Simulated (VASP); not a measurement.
Given:

```xyz
2
Lattice="0.0000 2.3900 2.3900 2.3900 0.0000 2.3900 2.3900 2.3900 0.0000" Properties=species:S:1:pos:R:3 pbc="T T T"
B      0.0000     0.0000     0.0000
As     1.1950     1.1950     1.1950
```

Calculation: PBE GGA, VASP's PBE PAW potentials (set 64) (plane waves; VASP). Settings: 520 eV cut-off, 3×3×3 Monkhorst-Pack mesh, Gaussian smearing of 0.050 eV, potentials B As.

Problem. Predict the energy per atom (σ→0), pressure.

Solution. 
The energy per atom (σ→0) is -5.384 eV/atom and the pressure comes out as 5.52 GPa.

Only differences to runs with the same potentials and settings are physical.

The compound is BAs in the zinc blende structure. The cell was not relaxed at this level. The k-mesh is coarse (spacing up to 0.76 per Å, 2π included), so the numbers may not be converged in it. The run is one of a series of settings (KPOINTS 3×3×3 Monkhorst-Pack mesh against the base run), some of them coarse on purpose.
